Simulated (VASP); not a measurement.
Input of a VASP 6.6.1 run:

File INCAR:

```
  PREC = Accurate
  ENCUT = 600
  EDIFF = 1E-6
  ISMEAR = 1
  SIGMA = 0.2
  LREAL = False
  LASPH = True
  NELM = 80
  ALGO = Normal
  ISIF = 3
  LWAVE = False
  LCHARG = False
  GGA = RP
  IBRION = 2
  NSW = 60
  EDIFFG = -0.02
```

KPOINTS

```
Automatic mesh
0
Gamma
  8 8 8
```

Contents of POSCAR:

```
LiBe
1.0
    0.0000000000      2.7647500000      2.7647500000
    2.7647500000      0.0000000000      2.7647500000
    2.7647500000      2.7647500000      0.0000000000
Li Be
1 1
Direct
    0.7500000000      0.7500000000      0.7500000000
    0.0000000000      0.0000000000      0.0000000000
```

Potentials or basis: VASP PAW PBE potentials, release 64 (Li_sv, Be).

Run with:

```sh
$ cat potpaw_PBE.64/Li_sv/POTCAR potpaw_PBE.64/Be/POTCAR > POTCAR
$ mpirun -np 1 vasp_std > vasp.out
```

Task: Estimate the space group after relaxing (to 0.05 Å).

Result: F-43m (No. 216).

Task: Estimate the relaxed cell.

Result: a = 3.960 Å, b = 3.960 Å, c = 3.960 Å, α = 60.00°, β = 60.00°, γ = 60.00°.

Task: Predict the relaxed volume.

Result: 21.96 Å³/atom.

Task: Predict the band gap on the k mesh.

Result: None (metal or under the smearing width).

Final structure:
```cif
data_structure
_symmetry_space_group_name_H-M 'P 1'
_symmetry_Int_Tables_number 1
_cell_length_a 3.9603
_cell_length_b 3.9603
_cell_length_c 3.9603
_cell_angle_alpha 60.000
_cell_angle_beta 60.000
_cell_angle_gamma 60.000
_cell_volume 43.92
loop_
_atom_site_label
_atom_site_type_symbol
_atom_site_fract_x
_atom_site_fract_y
_atom_site_fract_z
_atom_site_occupancy
Li1 Li 0.75000 0.75000 0.75000 1
Be1 Be 0.00000 0.00000 0.00000 1
```

Caveat: the cutoff is under 1.25 times the usual one of these potentials, so pressure, stress and relaxed cells hold a basis-set (Pulay) error; the PAW data sets were made with another functional, which shifts forces and pressure a little.
